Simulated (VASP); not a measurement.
# Zr2Ni with r2SCAN + rVV10: from relaxation to properties, part 3 of 3

Aim: relax Zr2Ni, then compute properties on the relaxed cell. The start is a cell from a database of measured crystal structures.

VASP 6.6.1, plane waves and PAW; the level of theory is named at each step.

Still holding for the runs below: This run allows spin, but its moments start at zero, where symmetry between the spins tends to hold them, which is where the search above led.

So far. Step 17 (Volume scan with r2SCAN + rVV10 (run 4)): The run ends at a pressure of -0.04 GPa, with forces up to 9.5e-4 eV/Å.

### 18. Volume scan with r2SCAN + rVV10 (run 5)

INCAR

```
SYSTEM = Zr2Ni
PREC = Accurate
ENCUT = 400
EDIFF = 1E-06
NELM = 100
ISMEAR = 1
SIGMA = 0.2
LREAL = .FALSE.
ALGO = Normal
METAGGA = R2SCAN
LUSE_VDW = .TRUE.
IVDW_NL = 2
BPARAM = 11.95
CPARAM = 0.0093
LASPH = .TRUE.
NBANDS = 45
ISPIN = 2
MAGMOM = -0 -0 -0 -0 0 0
LMAXMIX = 4
LORBIT = 11
LWAVE = .FALSE.
LCHARG = .FALSE.
KPAR = 8
ISIF = 2
```

POSCAR

```
Zr2Ni
1.0
   -3.2461790401      3.2461790401      2.6296031983
    3.2461790401     -3.2461790401      2.6296031983
    3.2461790401      3.2461790401     -2.6296031983
Zr Ni
4 2
Direct
    0.6641183882      0.1641183882      0.8282367764
    0.1641183882      0.3358816118      0.5000000000
    0.3358816118      0.8358816118      0.1717632236
    0.8358816118      0.6641183882      0.5000000000
    0.2500000000      0.2500000000      0.0000000000
    0.7500000000      0.7500000000      0.0000000000
```

KPOINTS

```
Automatic mesh
0
Gamma
7 7 7
0 0 0
```

PAW data sets: Zr_sv and Ni (PBE family, release 64).

Started as:

```bash
> mpirun -np 8 vasp_std
```

The job ended after 2.1 min (8 MPI ranks of Intel Xeon 6975P-C (Granite Rapids), shared host; peak memory 4.7 GiB; 16 min of CPU time).

The pressure falls from -0.04 to -2.53 GPa.

The run ends at a pressure of -2.53 GPa, with forces up to 0.033 eV/Å.

### 19. Volume scan with r2SCAN + rVV10 (run 6)

INCAR is that of step 18.

Edit POSCAR of step 18 so:

```diff
@@ -2,5 +2,5 @@
 1.0
-   -3.2461790401      3.2461790401      2.6296031983
-    3.2461790401     -3.2461790401      2.6296031983
-    3.2461790401      3.2461790401     -2.6296031983
+   -3.2672587154      3.2672587154      2.6466790222
+    3.2672587154     -3.2672587154      2.6466790222
+    3.2672587154      3.2672587154     -2.6466790222
 Zr Ni
```

KPOINTS is that of step 18.

Started as:

```bash
> mpirun -np 8 vasp_std
```

Elapsed: 2.2 min, on 8 MPI ranks; peak memory 4.7 GiB; 17 min of CPU time.

The pressure falls from -2.53 to -4.80 GPa.

The run ends at a pressure of -4.80 GPa, with forces up to 0.063 eV/Å.

### 20. Volume scan with r2SCAN + rVV10 (run 7)

A prediction first. A least-squares parabola for the 6 pressures of evenly scaled cells so far, P = -0.04 -130.6 t +244 t² GPa with t = ln(V/V₁) and V₁ the volume at scale 1, gives -6.83 GPa at t = +0.0583.

INCAR is that of step 19.

Edit POSCAR of step 19 so:

```diff
@@ -2,5 +2,5 @@
 1.0
-   -3.2672587154      3.2672587154      2.6466790222
-    3.2672587154     -3.2672587154      2.6466790222
-    3.2672587154      3.2672587154     -2.6466790222
+   -3.2880698416      3.2880698416      2.6635373049
+    3.2880698416     -3.2880698416      2.6635373049
+    3.2880698416      3.2880698416     -2.6635373049
 Zr Ni
```

KPOINTS is that of step 19.

Started as:

```bash
> mpirun -np 8 vasp_std
```

Wall time 2.6 min (8 MPI ranks); peak memory 4.7 GiB; 20 min of CPU time.

The pressure falls from -4.80 to -6.85 GPa. The parabola predicted -6.83 GPa, +0.02 GPa off.

### 21. The series together

Times are for 8 MPI ranks of Intel Xeon 6975P-C (Granite Rapids), shared host. The runs compared:

| no. | volume scale | energy above the lowest point (meV/atom) | pressure (GPa) | time | memory (GiB) |
| --- | --- | --- | --- | --- | --- |
| 1 | 0.94 | 31.62 | 8.973 | 2.9 min | 4.6 |
| 2 | 0.96 | 14.17 | 5.691 | 2.3 min | 4.7 |
| 3 | 0.98 | 3.85 | 2.684 | 2.4 min | 4.7 |
| 4 | 1 | 0 | -0.03968 | 2.6 min | 4.7 |
| 5 | 1.02 | 2.02 | -2.526 | 2.1 min | 4.7 |
| 6 | 1.04 | 9.45 | -4.797 | 2.2 min | 4.7 |
| 7 | 1.06 | 21.75 | -6.846 | 2.6 min | 4.7 |

### 22. Fit for r2SCAN + rVV10

This step: Birch-Murnaghan fit, r2SCAN with rVV10; plane waves and PAW (VASP 6.6.1).

This step runs nothing: it gathers the runs above.

Numbers from this step:

| Property | Result |
| --- | --- |
| pressure derivative of the bulk modulus | 3.670 |
| r.m.s. error of the fit | 5.31e-6 eV/atom |
| minimum inside the sampled range | yes |
| bulk modulus | 129.0 GPa |
| equilibrium volume of the fit | 18.16 Å³/atom |

The energy above the fitted minimum by volume:

| volume (Å³/atom) | energy above the fitted minimum (eV/atom) |
| --- | --- |
| 17.024 | 0.0317 |
| 17.387 | 0.0142 |
| 17.749 | 0.00391 |
| 18.111 | 6.6e-5 |
| 18.473 | 0.00209 |
| 18.835 | 0.00951 |
| 19.198 | 0.0218 |

The fit over cells of fixed shape and fractional positions puts the volume +0.28 % from the relaxed one. At a finite cutoff and mesh the minimum of the energy and the zero of the stress don't quite coincide, and the relaxation stops at a threshold. The atoms bear forces along the scan, since they were held; freeing them would lower the modulus.

### 23. A single point (r2SCAN + rVV10) with a changed input

This step: r2SCAN with rVV10, zero-moment start; plane waves and PAW (Zr_sv, Ni) (VASP 6.6.1).

A single point gives energy, forces and stress at these settings. Some settings are moved from the usual, to see what they do.

Edit INCAR of step 20 so:

```diff
@@ -15,3 +15,3 @@
 LASPH = .TRUE.
-NBANDS = 45
+NBANDS = 38
 ISPIN = 2
```

Edit POSCAR of step 20 so:

```diff
@@ -2,5 +2,5 @@
 1.0
-   -3.2880698416      3.2880698416      2.6635373049
-    3.2880698416     -3.2880698416      2.6635373049
-    3.2880698416      3.2880698416     -2.6635373049
+   -3.2248219807      3.2248219807      2.6123026764
+    3.2248219807     -3.2248219807      2.6123026764
+    3.2248219807      3.2248219807     -2.6123026764
 Zr Ni
```

KPOINTS is that of step 20.

Started as:

```bash
> mpirun -np 8 vasp_std
```

It took 1.9 min on 8 MPI ranks; peak memory 4.6 GiB.

Numbers from this step:

```yaml
bands: 38
free_energy_toten: -115.4446 eV
energy_at_zero_smearing: -115.4444 eV
fermi_energy: 9.491 eV
pressure: -0.02287 GPa
```

Against the sound run “volume scan with r2SCAN + rVV10”, the energy at zero smearing moves by -0.0 meV an atom, the pressure by +0.02 GPa and the Fermi level by -0.00 eV.

### 24. What came out

```yaml
relaxed_volume: 18.11 Å³/atom
relaxed_conventional_cell_a_b_c: 6.450, 6.450, 5.225 Å
space_group_after_relaxing_within_0p02_a: I4/mcm (No. 140)
moment_of_the_cell: 0 μB
band_gap: none, a metal
dos_at_the_fermi_level: 6.23 states/eV/cell
highest_zone_centre_mode: 215 cm⁻¹
bulk_modulus_from_the_fit: 129 GPa
volume_from_the_fit: 18.2 Å³/atom
```

In words: With r2SCAN + rVV10, Zr2Ni relaxes to 18.11 Å³/atom in space group I4/mcm (held by the symmetry of the run), comes out as a metal and has a bulk modulus of 129 GPa at fixed shape and positions, an upper bound. Against the listed cell the volume lies -1.2 % (a -0.4 %, c -0.3 %). Bands along the symmetry lines (r2SCAN + rVV10): Of the bands kept, 3 cross the Fermi level on this path. Zone-centre phonons (r2SCAN + rVV10): The highest mode in this list at Γ, 214.8 cm⁻¹, is mostly motion of Ni (81 % of the kinetic energy). Spin-orbit coupling is left out; it would split some degenerate bands. Modes at Γ alone can't show that the crystal is stable at other wave vectors. No search among competing phases was made, and a listed structure need not be the one stable at ambient conditions. All values are for a static lattice at zero temperature.

[Lines on the potential files, build, host, timing and source positions are cut from VASP's logs without a mark.]

[Logs are printed without paths, hosts, clocks, repeated set-up lines and the standing remarks that a program may print on its own settings, such as how far it seeks lower states.]

[Hosts, paths, dates, database ids (printed as entryN), source tags and the programs' standing remarks are cut or masked in the printed files.]

[A measured line is paired with the nearest computed mode of its activity, which favours agreement.]

[In band tables of VASP the shares of atoms and orbitals are scaled to a sum of 1 inside the atoms' spheres.]
